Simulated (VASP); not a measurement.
Given:

```
CELL_PARAMETERS angstrom
      9.64982     0.00000     0.00000
      0.00000     9.64982     0.00000
      0.00000     0.00000     9.71431
ATOMIC_POSITIONS crystal
  Sn 0.00000 0.00000 0.00000
  Sn 0.25000 0.25000 0.16667
  Sn 0.00000 0.00000 0.33333
  Sn 0.25000 0.25000 0.50000
  Sn 0.00000 0.00000 0.66667
  Sn 0.25000 0.25000 0.83333
  Sn 0.00000 0.50000 0.00000
  Sn 0.25000 0.75000 0.16667
  Sn 0.00000 0.50000 0.33333
  Sn 0.25000 0.75000 0.50000
  Sn 0.00000 0.50000 0.66667
  Sn 0.25000 0.75000 0.83333
  Sn 0.50000 0.00000 0.00000
  Sn 0.75000 0.25000 0.16667
  Sn 0.50000 0.00000 0.33333
  Sn 0.75000 0.25000 0.50000
  Sn 0.50000 0.00000 0.66667
  Sn 0.75000 0.25000 0.83333
  Sn 0.50400 0.49623 0.99848
  Sn 0.75000 0.75000 0.16667
  Sn 0.75000 0.75000 0.50000
  Sn 0.49557 0.50333 0.66730
  Sn 0.75000 0.75000 0.83333
  O  0.15350 0.15350 0.00000
  O  0.40350 0.09650 0.16667
  O  0.09650 0.40350 0.16667
  O  0.34650 0.34650 0.00000
  O  0.15350 0.15350 0.33333
  O  0.40350 0.09650 0.50000
  O  0.09650 0.40350 0.50000
  O  0.34991 0.34411 0.32987
  O  0.15350 0.15350 0.66667
  O  0.40350 0.09650 0.83333
  O  0.09650 0.40350 0.83333
  O  0.34650 0.34650 0.66667
  O  0.15350 0.65350 0.00000
  O  0.40094 0.60027 0.16859
  O  0.09650 0.90350 0.16667
  O  0.34650 0.84650 0.00000
  O  0.15350 0.65350 0.33333
  O  0.40824 0.59952 0.49981
  O  0.09650 0.90350 0.50000
  O  0.34650 0.84650 0.33333
  O  0.15350 0.65350 0.66667
  O  0.40350 0.59650 0.83333
  O  0.09650 0.90350 0.83333
  O  0.34650 0.84650 0.66667
  O  0.65350 0.15350 0.00000
  O  0.90350 0.09650 0.16667
  O  0.60100 0.40300 0.16554
  O  0.84650 0.34650 0.00000
  O  0.65350 0.15350 0.33333
  O  0.90350 0.09650 0.50000
  O  0.59648 0.40143 0.50228
  O  0.84650 0.34650 0.33333
  O  0.65350 0.15350 0.66667
  O  0.90350 0.09650 0.83333
  O  0.59650 0.40350 0.83333
  O  0.84650 0.34650 0.66667
  O  0.65350 0.65350 0.00000
  O  0.90350 0.59650 0.16667
  O  0.59650 0.90350 0.16667
  O  0.84650 0.84650 0.00000
  O  0.65415 0.65082 0.33169
  O  0.90350 0.59650 0.50000
  O  0.59650 0.90350 0.50000
  O  0.84650 0.84650 0.33333
  O  0.65350 0.65350 0.66667
  O  0.90350 0.59650 0.83333
  O  0.59650 0.90350 0.83333
  O  0.84650 0.84650 0.66667
  In 0.49959 0.50214 0.33814
```
Cell charge -1.

All values below come from PBE GGA, VASP's PBE PAW potentials (set 64) (plane waves; VASP). Run with PREC = Normal, LREAL = Auto, ISYM = 0, NELECT = 384.0, EDIFF = 1E-5, 400 eV cut-off, 1×1×1 Γ-centred mesh, Gaussian smearing of 0.050 eV, potentials Sn O In.

The cell is charged, with a uniform compensating background. The supercell is sampled at Γ alone, which is coarse: total energies, pressure and levels can be off, energies of defects by several tenths of an eV.

### Question
The ions are relaxed. What does this cell relax into?

### Answer

```
CELL_PARAMETERS angstrom
      9.64982     0.00000     0.00000
      0.00000     9.64982     0.00000
      0.00000     0.00000     9.71431
ATOMIC_POSITIONS crystal
  Sn 0.00015 0.00002 0.99995
  Sn 0.24947 0.24935 0.16699
  Sn 0.99999 0.00004 0.33329
  Sn 0.24952 0.24933 0.49965
  Sn 0.00000 0.00014 0.66670
  Sn 0.25022 0.25006 0.83335
  Sn 0.00021 0.49986 0.99978
  Sn 0.25071 0.74934 0.16592
  Sn 0.00009 0.50008 0.33334
  Sn 0.25081 0.74944 0.50089
  Sn 0.00025 0.49990 0.66684
  Sn 0.25005 0.74997 0.83340
  Sn 0.50016 0.99993 0.99976
  Sn 0.74937 0.25079 0.16583
  Sn 0.50006 0.00006 0.33332
  Sn 0.74934 0.25062 0.50087
  Sn 0.50012 0.99986 0.66690
  Sn 0.75004 0.25007 0.83344
  Sn 0.49997 0.50022 0.00048
  Sn 0.75075 0.75057 0.16702
  Sn 0.75075 0.75057 0.49971
  Sn 0.50015 0.50008 0.66634
  Sn 0.75028 0.75002 0.83341
  O  0.15296 0.15292 0.99968
  O  0.40292 0.09573 0.16616
  O  0.09612 0.40294 0.16631
  O  0.34598 0.34561 0.99970
  O  0.15079 0.15088 0.33330
  O  0.40292 0.09573 0.50053
  O  0.09626 0.40308 0.50031
  O  0.34179 0.34070 0.33331
  O  0.15295 0.15289 0.66697
  O  0.40375 0.09723 0.83329
  O  0.09735 0.40349 0.83333
  O  0.34536 0.34620 0.66699
  O  0.15068 0.65503 0.99880
  O  0.40044 0.59969 0.15869
  O  0.09712 0.90285 0.16601
  O  0.34495 0.84947 0.99878
  O  0.15338 0.65331 0.33351
  O  0.40144 0.60046 0.50816
  O  0.09717 0.90288 0.50071
  O  0.34637 0.84729 0.33339
  O  0.15101 0.65473 0.66787
  O  0.40328 0.59681 0.83336
  O  0.09640 0.90345 0.83324
  O  0.34482 0.84973 0.66804
  O  0.65499 0.15070 0.99887
  O  0.90296 0.09714 0.16590
  O  0.60012 0.40097 0.15853
  O  0.84975 0.34483 0.99880
  O  0.65353 0.15302 0.33327
  O  0.90287 0.09719 0.50063
  O  0.59933 0.40005 0.50831
  O  0.84717 0.34645 0.33340
  O  0.65523 0.15036 0.66802
  O  0.90358 0.09645 0.83340
  O  0.59680 0.40322 0.83334
  O  0.84954 0.34496 0.66794
  O  0.65443 0.65438 0.99959
  O  0.90447 0.59720 0.16618
  O  0.59717 0.90402 0.16629
  O  0.84727 0.84721 0.99981
  O  0.65954 0.65832 0.33338
  O  0.90440 0.59716 0.50051
  O  0.59711 0.90399 0.50037
  O  0.84921 0.84924 0.33334
  O  0.65462 0.65424 0.66719
  O  0.90314 0.59644 0.83329
  O  0.59658 0.90275 0.83336
  O  0.84724 0.84722 0.66695
  In 0.50018 0.49993 0.33341
```
Cell charge -1.

### Question
How much energy does the relaxation gain?

### Answer
The energy (σ→0) changes by -10.1 meV/atom, in 14 ionic steps.

The cell is a supercell with a defect, built from SnO2 (rutile): In_Sn, charge -1. The run is not spin-polarised, so no state with unpaired spins was tried.
